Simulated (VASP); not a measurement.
VASP runs on CaSe (space group P4_2/mmc) share one base input (PBE GGA, plane waves, VASP's PBE PAW potentials (set 64)) and change the settings named in each case.

**KPOINTS**
```
Automatic mesh
0
Gamma
5 5 3
0 0 0
```

**POSCAR**
```
CaSe
1.0
  4.2233540000   0.0000000000   0.0000000000
  0.0000000000   4.2233540000   0.0000000000
  0.0000000000   0.0000000000   7.4365100000
Ca Se
2 2
direct
  0.0000000000   0.5000000000   0.0000000000
  0.5000000000   0.0000000000   0.5000000000
  0.0000000000   0.0000000000   0.2500000000
  0.0000000000   0.0000000000   0.7500000000
```

### INCAR
```
LREAL=.False.   ! projection in real space or not
PREC=Accurate
ENCUT=300   ! plane-wave cut-off (eV)
LCHARG=.False.
LMAXMIX=4   ! l cut-off of mixed one-centre charges
EDIFF=1E-6
LASPH=.True.
ALGO=Normal
GGA=PE
SIGMA=0.136   ! width (eV)
SYSTEM=CaSe
ISMEAR=0   ! Gaussian
ISIF=2   ! forces and stress, cell fixed
NELM=100   ! most electronic steps
LWAVE=.False.
```

POTCAR, in this order: Ca_sv Se (PBE.64 set). Program: vasp_std.

```
change                                                                                                                                      E(σ→0) (eV/atom)  pressure (GPa)    −TS (eV)
------------------------------------------------------------------------------------------------------------------------------------------  ----------------  --------------  ----------
base run                                                                                                                                             -4.2229            2.54      0.0000
GGA removed, POTCAR Ca_sv Se (LDA.64 set)                                                                                                            -4.6977      (withheld)  (withheld)
GGA_COMPAT = .FALSE., LNONCOLLINEAR = .TRUE., LSORBIT = .TRUE., MAGMOM = 0.0 0.0 0.0 0.0 0.0 0.0 0.0 0.0 0.0 0.0 0.0 0.0, program vasp_ncl           -4.2335      (withheld)      0.0000
KPOINTS 1×1×1 Γ-centred mesh                                                                                                                         -3.0236            8.77     -0.0607
```

Question: Complete the blanks.

Answer: 
- GGA removed, POTCAR Ca_sv Se (LDA.64 set), pressure (GPa): -0.28
- GGA removed, POTCAR Ca_sv Se (LDA.64 set), −TS (eV): -0.0003
- GGA_COMPAT = .FALSE., LNONCOLLINEAR = .TRUE., LSORBIT = .TRUE., MAGMOM = 0.0 0.0 0.0 0.0 0.0 0.0 0.0 0.0 0.0 0.0 0.0 0.0, program vasp_ncl, pressure (GPa): 2.55

Energies of different potentials or functionals have different zeros.  At 300 eV the pressure can carry a Pulay error.

Left out are runs that ran out of time, are held back, or changed the cell or the kind of run, fixed moments of cells without a moment, rows past the twelfth, gaps on odd meshes, pressures of charged cells and columns that move by less than the noise.

The structure was generated: CaSe was put into an ordered model structure, which need not be its known phase. The cell was not relaxed at this level.
